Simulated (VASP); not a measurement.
Be3CdO4:

```
CELL_PARAMETERS angstrom
4.78142 0.00000 0.00000
0.00000 4.78142 0.00000
0.00000 0.00000 4.78142
ATOMIC_POSITIONS crystal
Be 0.00000 0.00000 0.50000
Be 0.00000 0.50000 0.00000
Be 0.50000 0.00000 0.00000
Cd 0.00000 0.00000 0.00000
O 0.20900 0.20900 0.20900
O 0.20900 0.79100 0.79100
O 0.79100 0.20900 0.79100
O 0.79100 0.79100 0.20900
```

The cell was built by a generator and needn't be a form met in nature.

```yaml
Program: VASP 6.6.1
Task: relaxation of cell and atoms
Functional: PBE
Potentials_or_basis: VASP PAW PBE potentials, release 64 (Be, Cd, O)
Cutoff: 520 eV
k_mesh: 3 × 3 × 3
Occupations: gaussian, width 0.15 eV
Spin: no spin polarisation
```

At the start: pressure 38.9 GPa; volume 13.66 Å³/atom.

Problem. How do energy, volume and symmetry change on relaxing?

Solution. Over 13 steps the energy falls by 1065.1 meV/atom and the volume is 11.83 Å³/atom (-13.4 %); space group P-43m (No. 215, to 0.05 Å).

The path:
| step | energy change (eV) | largest force (eV/Å) | pressure (GPa) | volume (Å³) |
| --- | --- | --- | --- | --- |
| 1 | 0.0000 | 15.5069 | 38.95 | 109.31 |
| 2 | 11.5372 | 1.8785 | -16.96 | 170.73 |
| 3 | 1.7234 | 4.1245 | -23.84 | 157.32 |
| 4 | -3.1166 | 3.5542 | -22.32 | 142.44 |
| 5 | -7.0859 | 0.3352 | -12.87 | 125.15 |
| 6 | -7.1920 | 1.9435 | -4.26 | 119.82 |
| 7 | -7.2586 | 0.8730 | -8.99 | 122.06 |
| 8 | -7.2601 | 1.0116 | -8.55 | 121.75 |
| 9 | -7.9471 | 0.9901 | -6.24 | 110.87 |
| 10 | -8.0749 | 1.1496 | 15.84 | 82.64 |
| 11 | -8.4233 | 1.1839 | 3.90 | 94.87 |
| 12 | -8.4014 | 1.1876 | -4.53 | 94.41 |
| 13 | -8.5209 | 0.0054 | -0.48 | 94.66 |

Final structure:
```xyz
8
Lattice="4.5574 0.0000 0.0000 0.0000 4.5574 0.0000 0.0000 0.0000 4.5574" Properties=species:S:1:pos:R:3 pbc="T T T"
Be    0.0000    0.0000    2.2787
Be    0.0000    2.2787    0.0000
Be    2.2787    0.0000    0.0000
Cd    0.0000    0.0000    0.0000
O     1.1743    1.1743    1.1743
O     1.1743    3.3831    3.3831
O     3.3831    1.1743    3.3831
O     3.3831    3.3831    1.1743
```

Caveat: the k mesh is coarse (spacing up to 0.44 Å⁻¹), so the values aren't converged.
